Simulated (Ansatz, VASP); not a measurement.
**Si2W in two plane-wave programs**

Aim: how closely do two programs agree when they are given the same cell, functional and k mesh? The structure shown is the end of the Ansatz relaxation below.

Method: plane waves, with VASP 6.6.1 beside it; single point at PBEsol, in Ansatz 0.2.0.

### Step 1. The structure

It takes space group I4/mmm (No. 139, tetragonal). Conventional cell: a = 3.197 Å, b = 3.197 Å, c = 7.894 Å, α = 90.00°, β = 90.00°, γ = 90.00°. Si has 5 Si at 2.61 to 2.63 Å and 5 W at 2.61 to 2.64 Å nearest. W has 10 Si at 2.61 to 2.64 Å nearest. Farther neighbours are not listed.

Structure file:

```cif
data_structure
_symmetry_space_group_name_H-M 'I4/mmm'
_symmetry_Int_Tables_number 139
_cell_length_a 3.1974
_cell_length_b 3.1974
_cell_length_c 7.8941
_cell_angle_alpha 90.000
_cell_angle_beta 90.000
_cell_angle_gamma 90.000
_cell_volume 80.70
loop_
_atom_site_label
_atom_site_type_symbol
_atom_site_symmetry_multiplicity
_atom_site_Wyckoff_symbol
_atom_site_fract_x
_atom_site_fract_y
_atom_site_fract_z
_atom_site_occupancy
Si1 Si 4 e 0.00000 0.00000 0.33470 1
W1 W 2 a 0.00000 0.00000 0.00000 1
```

### Step 2. Ansatz: relaxation, PBEsol

Ansatz runs on its PAW soft_1 files.

This run makes the geometry at which the two programs are then compared.

The input, input.yaml:

```yaml
crystal:
  lattice:
    - [-1.6014718129, 1.6014718129, 3.9470379192]
    - [1.6014718129, -1.6014718129, 3.9470379192]
    - [1.6014718129, 1.6014718129, -3.9470379192]
  atoms:
    - { symbol: Si, position: [0.3345353614, 0.3345353614, 0.0] }
    - { symbol: Si, position: [0.6654646386, 0.6654646386, 0.0] }
    - { symbol: W, position: [0.0, 0.0, 0.0] }
  conventional_axes: [[0, 1, 1], [1, 0, 1], [1, 1, 0]]
kpoints:
  mp_grid: { grid: [20, 20, 20] }
hamiltonian:
  xc: pbesol
  pseudopotentials: { kind: paw, azcp: { folder: soft_1 }, xc_functional: pbe }
scf:
  occupations: { method: methfessel_paxton, width: 0.2 }
output:
  forces: true
  stress: true
  eigenvalues: true
relax:
  adjacent_minimum: "off"
  f_tol: 0.001
  max_steps: 60
  cell: { stress_tol: 0.01, fix: [c, angles] }
```

On the command line:

```sh
$ ansatz run input.yaml --threads 4 --pin off --max-ram 10240MiB --backend cpu --events-out ev --progress --plain --runs-dir out
```

Numbers of over 12 decimals in the logs are rounded to 6 here.

The program printed:

```text
basis.fft_grid_basis auto: the FFT boxes are laid along the combinations [[1, 0, 1], [0, 1, 1], [0, 0, 1]] of the cell's own vectors, 3.203, 3.203 and 4.551 Å long. The dense box has 24×24×32 points. Along the cell's own vectors, as sized, it would have 32×32×32, 1.78 times as many. Of the 16 symmetry operations that the crystal satisfies within crystal.symmetry.tolerance (time reversal apart; of a slab, those that k [...]
Engine: ansatz 0.2.0, aarch64-unknown-linux-gnu
Pseudopotentials: kind: paw
Pseudopotential: Si, paw, valence charge 4, recommended cutoff 420 eV (normal), soft_1/Si.paw.azcp
Pseudopotential: W, paw, valence charge 14, recommended cutoff 420 eV (normal), soft_1/W.paw.azcp
Functional definition: PBEsol
  exchange = pbesol_x
  correlation = pbesol_c
Crystal: 3 atoms, lattice volume = 40.492 Å³
Basis set: ecut = 420 eV, 793 PW (Γ), FFT grids on a1+a3, a2+a3, a3, exchange–correlation on 48×48×64 points (8 copies of the dense FFT grid, shifted against one another)
Bands: 15, of which v1, the nominal top of the filled ones, is band 11 counted from 1 (10 counted from 0)
Symmetry: 16 space group operations
Space group: I4/mmm (ITA 139), of the structure as read, at distance tolerance 3.4e-5 Å
k-points: 641 of 8000
Non-local potential: Si, projectors of the file, l = 0: 2, l = 1: 2, l = 2: 1
Non-local potential: W, projectors of the file, l = 0: 3, l = 1: 2, l = 2: 2, l = 3: 1
PAW form: soft (Blöchl's): semilocal exchange-correlation on the pseudo side does not see the compensation charge
PAW frozen core: Si, regenerated for the run's functional, and the local potential with it (the file was generated under x = pbe(κ = 0.804, μ = 0.219515), c = pbe(β = 0.066725))
PAW frozen core: W, regenerated for the run's functional, and the local potential with it (the file was generated under x = pbe(κ = 0.804, μ = 0.219515), c = pbe(β = 0.066725))
PAW one-centre angular grid: Si, 110 points (default); XC on 64 Gauss nodes
PAW one-centre angular grid: W, 590 points (default); XC on 64 Gauss nodes
Initial density: superposition of atomic densities (chi_scale 0.1, normalization cell, long waves kept (reshape's long-wave potential 0.00 eV rms))
Initial wavefunctions: pseudopotential atomic-orbital guess
Functional: x = pbesol(κ = 0.804, μ = 0.123457), c = pbesol(β = 0.046)
SCF iter   1: F=—  HF=-11502.236525 eV  |F-HF|=—  |Δ(HF+E_count)|=         —  Δρ=4.95e-2  dr2=9.97e-1  ethr=3.10e-3  ⟨swp⟩=5.3  Hψ=55975  notcnv=0
preconditioner: auto → Kerker (q_TF=auto, 2.465 Å⁻¹)  [metal: Δε(μ)=0.010 eV  Ē_g=8.265 eV  σ=0.200 eV  W_gap=0.04  n_scr=10 (ndim 8)  ℏωp=21.8 eV  f_vac=0.000  D(μ)=0.30/eV (n_scr^D=0)]
SCF iter   2: F=—  HF=-11501.985556 eV  |F-HF|=—  |Δ(HF+E_count)|=   2.51e-1  S|Δr|=    0.00e0  Δρ=2.62e-2  dr2=2.15e-1  ethr=3.10e-3  ⟨swp⟩=2.2  Hψ=17829  notcnv=0
SCF iter   3: F=—  HF=-11501.909698 eV  |F-HF|=—  |Δ(HF+E_count)|=   7.59e-2  S|Δr|=    0.00e0  Δρ=6.77e-3  dr2=1.53e-2  ethr=9.77e-4  ⟨swp⟩=2.7  Hψ=17053  notcnv=0
SCF iter   4: F=—  HF=-11501.904043 eV  |F-HF|=—  |Δ(HF+E_count)|=   5.66e-3  S|Δr|=    0.00e0  Δρ=5.10e-4  dr2=5.52e-5  ethr=6.95e-5  ⟨swp⟩=2.6  Hψ=14951  notcnv=0
SCF iter   5: F=—  HF=-11501.904021 eV  |F-HF|=—  |Δ(HF+E_count)|=   2.15e-5  S|Δr|=    0.00e0  Δρ=6.06e-5  dr2=9.83e-7  ethr=2.51e-7  ⟨swp⟩=2.5  Hψ=15825  notcnv=0
SCF iter   6: F=-11501.904021 eV  HF=-11501.904021 eV  |F-HF|=1.48e-8  |Δ(HF+E_count)|=   1.75e-8  S|Δr|=    0.00e0  Δρ=1.05e-5  dr2=4.02e-8  ethr=4.55e-10  ⟨swp⟩=6.1  Hψ=47138  notcnv=0
SCF 1 converged in 6 iterations: F = -11501.904021 eV  dr2 = 4.02e-8
  greatest PAW one-centre occupation: 0.999 electrons in one spin orbital (limit 2), on the W atom at site 2 (counted from 0), in its partial waves of l = 0
relax step   1: F+E_penalty+E_count = -11501.90402113 eV  Δ(F+E_penalty+E_count) = +0.000e0 eV  max|allowed force component| = 3.406e-2 eV/Å  Δτ_max = 0.0000 Å  P = -2.477 GPa  Ω = 40.492 Å³  fix = [c, alpha, beta, gamma]  reactions: c -5.419 GPa  (6 SCF iters, dr2 threshold 1.00e-7 eV, accepted)
[...]
relax step   2: F+E_penalty+E_count = -11501.90442665 eV  Δ(F+E_penalty+E_count) = -4.055e-4 eV  max|allowed force component| = 6.552e-3 eV/Å  Δτ_max = 0.0014 Å  P = -1.251 GPa  Ω = 40.273 Å³  energy of the carried Pulay correction = +5.012e-5 eV  fix = [c, alpha, beta, gamma]  reactions: c -4.854 GPa  (4 SCF iters, dr2 threshold 3.00e-7 eV, accepted)
[...]
relax step   3: F+E_penalty+E_count = -11501.90454212 eV  Δ(F+E_penalty+E_count) = -1.155e-4 eV  max|allowed force component| = 3.084e-3 eV/Å  Δτ_max = 0.0003 Å  P = -1.681 GPa  Ω = 40.350 Å³  energy of the carried Pulay correction = +3.248e-5 eV  fix = [c, alpha, beta, gamma]  reactions: c -5.051 GPa  (3 SCF iters, dr2 threshold 3.00e-7 eV, accepted)
[...]
relax step   4: F+E_penalty+E_count = -11501.90454252 eV  Δ(F+E_penalty+E_count) = -4.048e-7 eV  max|allowed force component| = 1.658e-3 eV/Å  Δτ_max = 0.0001 Å  P = -1.682 GPa  Ω = 40.351 Å³  energy of the carried Pulay correction = +3.234e-5 eV  fix = [c, alpha, beta, gamma]  reactions: c -5.048 GPa  (3 SCF iters, dr2 threshold 5.94e-10 eV, accepted)
[...]
relax step   5: F+E_penalty+E_count = -11501.90454259 eV  Δ(F+E_penalty+E_count) = -6.651e-8 eV  max|allowed force component| = 2.613e-4 eV/Å  Δτ_max = 0.0001 Å  P = -1.682 GPa  Ω = 40.351 Å³  energy of the carried Pulay correction = +3.227e-5 eV  fix = [c, alpha, beta, gamma]  reactions: c -5.046 GPa  (4 SCF iters, dr2 threshold 1.72e-10 eV, accepted)
[...]
relax step   6: F+E_penalty+E_count = -11501.90450911 eV  Δ(F+E_penalty+E_count) = +3.348e-5 eV  max|allowed force component| = 2.707e-4 eV/Å  Δτ_max = 0.0000 Å  P = -1.682 GPa  Ω = 40.351 Å³  fix = [c, alpha, beta, gamma]  reactions: c -5.045 GPa  stress off target by 2.17e-5 GPa on what of the cell is left free  SCF on the basis re-selected at this cell (its energy is not comparable with the rows above)  (5 SCF iters)
basis re-selected at this cell: Δ(F+E_penalty+E_count) = +3.348e-5 eV, ΔP = +0.000 GPa vs the last step (what re-selecting the basis moved, of the pressure what is left beyond the Pulay correction that the steps carried, after the strain that the cell walked since its last selection, with what the two solves' SCF thresholds leave and, on support functions, any second-order correction that the steps lacked; it is no m [...]
SCF converged after 5 iterations
Stability not checked: this state was not tested for a lower state beside it, because cold or Methfessel-Paxton smearing, or corrected tetrahedra, fill the levels in a way that the test cannot read (fill_not_monotonic; see scf.lower_state_search)
Free energy (F): -11501.904509 eV
Harris-Foulkes:  -11501.904509 eV  (|F-HF|=7.28e-12)
Internal energy: -11501.905708 eV  (E = F + TS)
E sigma→0 (E₀):  -11501.904809 eV
Entropy (-TS):   0.001199 eV (0.400 meV/atom)
Fermi energy:    16.608408 eV
--- Per-component energies (eV) ---
  E_band       = -83.236173
  E_kinetic    = 513.017675
  E_local      = -888.189658  (includes V_loc(G=0)·N_el)
  E_nonlocal   = 21.132933
  E_hartree    = 385.662223
  E_xc         = -382.577474
  E_vxc        = -333.171315  (∫ρ·V_xc dr)
  E_paw        = -9446.612050  (= ΣΔE_a)
  E_vpaw       = -167.350457  (= ΣTr[D̂ρ^β])
  E_aug_tail   = 0.000212  (compensation charges beyond the density's cutoff)
  E_ewald      = -1704.624548
  E_core_change = 0.284979  (= ΣΔE_core)
  E_smearing   = 0.001199  (= −TS)
  E_closure    = 0.000000  (closes the sum)
  Σ components = -11501.904509   (vs F -11501.904509, Δ=0.00e0)
--- Forces (eV/Å), atoms counted from 1 ---
  atom   1  Si     0.00000000     0.00000000    -0.00027071
  atom   2  Si     0.00000000     0.00000000     0.00027071
  atom   3  W     -0.00000000     0.00000000     0.00000000
  max |Σ_I F_I| component: 1.11e-16 eV/Å
--- Stress (GPa, compression-positive) ---
       -0.000022       0.000000       0.000000
        0.000000      -0.000022       0.000000
       -0.000000      -0.000000      -5.045295
  P = ⅓ Tr σ = -1.6818 GPa (-16.818 kbar)
--- Band table (eV; the first three rows and the last of 641) ---
  k-point 0: bands = [... 7 lower, 13.2110, 13.8136, 13.8136, 17.2888, 19.4548, 19.5156, 19.7877, 19.7877]
  k-point 1: bands = [... 7 lower, 13.2313, 13.5918, 14.0864, 16.8631, 19.3150, 19.7725, 19.8466, 19.8747]
  k-point 2: bands = [... 7 lower, 13.0461, 13.2945, 14.5249, 15.8980, 19.0917, 20.0050, 20.0627, 20.3211]
  k-point 640: bands = [... 7 lower, 14.0311, 15.8644, 15.8644, 16.0783, 16.0783, 17.4533, 20.8884, 21.4207]
--- Relaxed structure (5 steps of the walk, 5 accepted, 1 SCFs on fresh bases) ---
  F+E_penalty+E_count = -11501.90450911 eV   max|allowed force component| = 2.707e-4 eV/Å   (the final SCF, on the basis selected at the relaxed cell)
  cell:  # Å, volume = 40.3511 Å³
    - [-1.598682, 1.598682, 3.9470379192]
    - [1.598682, -1.598682, 3.9470379192]
    - [1.598682, 1.598682, -3.9470379192]
  atoms:
    - { symbol: Si, position: [0.334704, 0.334704, 0] }
    - { symbol: Si, position: [0.665296, 0.665296, 0] }
    - { symbol: W, position: [0, 0, 0] }
```

### Step 3. VASP: single point, PBEsol, pair 1

The same cell, functional, mesh and smearing now go to VASP, with its own data sets.

Lines of VASP's logs that name or quote its potential files are left out, and so is its time.

The input, INCAR:

```
SYSTEM = Si2W
PREC = Accurate
ENCUT = 600
EDIFF = 1E-06
NELM = 120
ISMEAR = 1
SIGMA = 0.2
LREAL = .FALSE.
ALGO = Normal
GGA = PS
NBANDS = 13
LASPH = .TRUE.
LORBIT = 11
LWAVE = .FALSE.
LCHARG = .FALSE.
ISIF = 2
GGA_COMPAT = .FALSE.
KPAR = 2
```

The input, POSCAR:

```
Si2W
1.0
   -1.5986818706      1.5986818706      3.9470379192
    1.5986818706     -1.5986818706      3.9470379192
    1.5986818706      1.5986818706     -3.9470379192
Si W
2 1
Direct
    0.3347041577      0.3347041577      0.0000000000
    0.6652958423      0.6652958423      0.0000000000
    0.0000000000      0.0000000000      0.0000000000
```

The input, KPOINTS:

```
Automatic mesh
0
Gamma
20 20 20
0 0 0
```

The projector-augmented-wave data sets are Si and W (PBE family, release 64).

On the command line:

```sh
$ mpirun -np 2 vasp_std
```

The program printed:

```text
[banner, memory and clock lines left out]
running    2 mpi-ranks, on    1 nodes
 distrk:  each k-point on    1 cores,    2 groups
 distr:  one band on    1 cores,    1 groups

 POSCAR found type information on POSCAR SiW
 POSCAR found :  2 types and       3 ions
|                                                                             |
|               ----> ADVICE to this user running VASP <----                  |
|                                                                             |
|     You enforced a specific xc type in the INCAR file but a different       |
|     [... a line on the potential file left out ...]
|     I HOPE YOU KNOW WHAT YOU ARE DOING!                                     |
|                                                                             |

 LDA part: xc-table for (Slater+PW92), standard interpolation
 POSCAR, INCAR and KPOINTS ok, starting setup
 FFT: planning ... GRIDC
 FFT: planning ... GRID_SOFT
 FFT: planning ... GRID
 WAVECAR not read
 entering main loop
       N       E                     dE             d eps       ncg     rms          rms(c)
DAV:   1     0.328729697410E+02    0.32873E+02   -0.65806E+03 16666   0.105E+03
DAV:   2    -0.247856764208E+02   -0.57659E+02   -0.52621E+02 20251   0.202E+02
DAV:   3    -0.275682081331E+02   -0.27825E+01   -0.26842E+01 22939   0.352E+01
DAV:   4    -0.276093245776E+02   -0.41116E-01   -0.41024E-01 19951   0.488E+00
DAV:   5    -0.276099636845E+02   -0.63911E-03   -0.63892E-03 23875   0.525E-01    0.263E+01
DAV:   6    -0.268660996864E+02    0.74386E+00   -0.21331E+00 24859   0.924E+00    0.110E+01
DAV:   7    -0.267437099587E+02    0.12239E+00   -0.22664E-01 18938   0.316E+00    0.553E+00
DAV:   8    -0.267181537732E+02    0.25556E-01   -0.43607E-02 21824   0.151E+00    0.507E-01
DAV:   9    -0.267178028907E+02    0.35088E-03   -0.22997E-03 20029   0.329E-01    0.282E-01
DAV:  10    -0.267177626068E+02    0.40284E-04   -0.38445E-04 21218   0.126E-01    0.617E-02
DAV:  11    -0.267177442317E+02    0.18375E-04   -0.59168E-05 21004   0.538E-02    0.223E-02
DAV:  12    -0.267177445210E+02   -0.28929E-06   -0.18457E-06 16399   0.108E-02
   1 F= -.26717745E+02 E0= -.26718115E+02  d E =0.111109E-02
```

OUTCAR, selected parts (step 3):

```text
ion  position               nearest neighbor table
   1  0.335  0.335  0.000-   2 2.61   3 2.61   3 2.61   3 2.61   3 2.61   2 2.63   2 2.63   2 2.63
                             2 2.63   3 2.64
   2  0.665  0.665  0.000-   1 2.61   3 2.61   3 2.61   3 2.61   3 2.61   1 2.63   1 2.63   1 2.63
                             1 2.63   3 2.64
   3  0.000  0.000  0.000-   2 2.61   2 2.61   2 2.61   1 2.61   2 2.61   1 2.61   1 2.61   1 2.61
                             1 2.64   2 2.64

  LATTYP: Found a body centered tetragonal cell.
 ALAT       =     3.1973637412
 C/A-ratio  =     2.4689326825

 Subroutine GETGRP returns: Found 16 space group operations
 (whereof 16 operations were pure point group operations)

The static configuration has the point symmetry D_4h.

 Found    641 irreducible k-points:

   k-points           NKPTS =    641   k-points in BZ     NKDIM =    641   number of bands    NBANDS=     13

   dimension x,y,z NGX =    36 NGY =   36 NGZ =   36
   dimension x,y,z NGXF=    72 NGYF=   72 NGZF=   72

   ENCUT  =  600.0 eV  44.10 Ry    6.64 a.u.   9.08  9.08  9.08*2*pi/ulx,y,z

   NELECT =      14.0000    total number of electrons

 k-points in reciprocal lattice and weights: Automatic mesh
   0.00000000  0.00000000  0.00000000       0.000
   0.05000000 -0.00000000  0.00000000       0.001
   0.10000000  0.00000000  0.00000000       0.001
   0.15000000  0.00000000 -0.00000000       0.001
   0.20000000  0.00000000  0.00000000       0.001
   0.25000000  0.00000000  0.00000000       0.001
   0.30000000  0.00000000 -0.00000000       0.001
   0.35000000  0.00000000  0.00000000       0.001
   0.40000000  0.00000000  0.00000000       0.001
[...]
-0.45000000 -0.45000000  0.45000000       0.000
   0.50000000  0.50000000  0.50000000       0.000

 average (electrostatic) potential at core
       1 -79.0623       2 -79.0623       3 -34.6186

 E-fermi :  10.4832

 k-point     1 :       0.0000    0.0000    0.0000
  band No.  band energies     occupation
    ...
      2       3.5647      2.00000
      3       6.5752      2.00000
      4       7.0819      2.00000
      5       7.6893      2.00000
      6       7.6893      2.00000
      7      11.1464     -0.00003
      8      13.3501     -0.00000
      9      13.4293     -0.00000
     10      13.7014     -0.00000
     11      13.7014     -0.00000
    ...

 k-point     2 :       0.0500   -0.0000    0.0000
  band No.  band energies     occupation
    ...
      2       3.5691      2.00000
      3       6.4505      2.00000
      4       7.0857      2.00000
      5       7.7191      2.00000
      6       7.7217      2.00000
      7      10.9402     -0.00574
      8      13.2008     -0.00000
      9      13.4981     -0.00000
     10      13.5777     -0.00000
     11      13.9343     -0.00000
    ...

 k-point     3 :       0.1000    0.0000    0.0000
  band No.  band energies     occupation
    ...
      3       6.1357      2.00000
      4       7.0791      2.00000
      5       7.7842      2.00000
      6       7.8173      2.00000
      7      10.4807      1.02162
      8      12.7797     -0.00000
      9      13.1568     -0.00000
     10      13.9681     -0.00000
     11      14.4371     -0.00000
     12      15.1828      0.00000
    ...

  Total       -0.0764953     -0.0764953     -1.3604489      0.0000000      0.0000000      0.0000000
  in kB       -3.0373155     -3.0373155    -54.0178670      0.0000000      0.0000000      0.0000000
  external PRESSURE =     -20.0308327 kB  Pullay stress =       0.0000000 kB

  energy-cutoff  :      600.00
  volume of cell :       40.35
      direct lattice vectors                 reciprocal lattice vectors
    -1.598681871  1.598681871  3.947037919     0.000000000  0.312757659  0.126677273
     1.598681871 -1.598681871  3.947037919     0.312757659  0.000000000  0.126677273
     1.598681871  1.598681871 -3.947037919     0.312757659  0.312757659  0.000000000

 POSITION                                       TOTAL-FORCE (eV/Angst)
 -----------------------------------------------------------------------------------
      0.00000      0.00000      2.64218         0.000000      0.000000      0.005039
      0.00000      0.00000      5.25190        -0.000000     -0.000000     -0.005039
      0.00000      0.00000      0.00000        -0.000000     -0.000000     -0.000000
 -----------------------------------------------------------------------------------
    total drift:                                0.000000      0.000000     -0.000000

  FREE ENERGIE OF THE ION-ELECTRON SYSTEM (eV)
  ---------------------------------------------------
  free  energy   TOTEN  =       -26.7177445210 eV

  energy  without entropy=      -26.7188556092  energy(sigma->0) =      -26.71811488

 total charge
# of ion       s       p       d       tot
------------------------------------------
    1        0.737   0.889   0.000   1.626
    2        0.737   0.889   0.000   1.626
    3        0.557   0.674   4.515   5.746
--------------------------------------------------
tot          2.030   2.452   4.515   8.997

[... 3 further parts left out ...]
```

The run ends at a pressure of -2.00 GPa, with forces up to 0.0050 eV/Å.

### Step 4. Side by side

Known differences besides the potentials themselves: the data sets hold 22 valence electrons in Ansatz (on its PAW soft_1 files) and 14 in VASP; the cutoff is 420 eV in Ansatz and 600 eV in VASP; Ansatz makes its cores anew for this functional, VASP keeps those of its PBE data sets; Ansatz's pressure holds a Pulay correction, VASP's none. Total energies have different zeros and are not compared.

The two programs side by side:

```tsv
quantity	Ansatz	VASP	difference
pressure (GPa)	-1.68	-2.00	+0.32
```

At this near-relaxed geometry the largest component of a force difference is 5 meV/Å.

### Step 5. Ansatz: relaxation, PBEsol

This run makes the geometry at which the two programs are then compared. The cell compared in this pair holds 40.61 Å³, against 40.35 Å³ for the pair before.

The structure compared here is the end of the Ansatz relaxation.

input.yaml, the sections that differ from step 2:

```yaml
crystal:
  lattice:
    - [-1.5986818706, 1.5986818706, 3.9861175026]
    - [1.5986818706, -1.5986818706, 3.9861175026]
    - [1.5986818706, 1.5986818706, -3.9861175026]
  atoms:
    - { symbol: Si, position: [0.3347041577, 0.3347041577, 0.0] }
    - { symbol: Si, position: [0.6652958423, 0.6652958423, 0.0] }
    - { symbol: W, position: [0.0, 0.0, 0.0] }
  conventional_axes: [[0, 1, 1], [1, 0, 1], [1, 1, 0]]
# kpoints, hamiltonian, scf, output, relax: as in step 2
```

On the command line:

```sh
$ ansatz run input.yaml --threads 4 --pin off --max-ram 10240MiB --backend cpu --events-out ev --progress --plain --runs-dir out
```

The program printed:

```text
[...]
Crystal: 3 atoms, lattice volume = 40.751 Å³
Basis set: ecut = 420 eV, 793 PW (Γ), FFT grids on a1+a3, a2+a3, a3, exchange–correlation on 48×48×64 points (8 copies of the dense FFT grid, shifted against one another)
Bands: 15, of which v1, the nominal top of the filled ones, is band 11 counted from 1 (10 counted from 0)
Symmetry: 16 space group operations
[...]
--- Relaxed structure (5 steps of the walk, 5 accepted, 1 SCFs on fresh bases) ---
[...]
cell:  # Å, volume = 40.6093 Å³
    - [-1.595907, 1.595907, 3.9861175026]
    - [1.595907, -1.595907, 3.9861175026]
    - [1.595907, 1.595907, -3.9861175026]
  atoms:
    - { symbol: Si, position: [0.334902, 0.334902, 0] }
    - { symbol: Si, position: [0.665098, 0.665098, 0] }
    - { symbol: W, position: [0, 0, 0] }
[key lines of the parts left out:]
SCF converged after 5 iterations
Free energy (F): -11501.886175 eV
Fermi energy:    16.513135 eV
P = ⅓ Tr σ = -3.2024 GPa (-32.024 kbar)
```

(Part 1 of 2 ends here.)

[Lines on the potential files, build, host, timing and source positions are cut from VASP's logs without a mark.]

[Logs are printed without paths, hosts, clocks, repeated set-up lines and the standing remarks that a program may print on its own settings, such as how far it seeks lower states.]

[Hosts, paths, dates, database ids (printed as entryN), source tags and the programs' standing remarks are cut or masked in the printed files.]
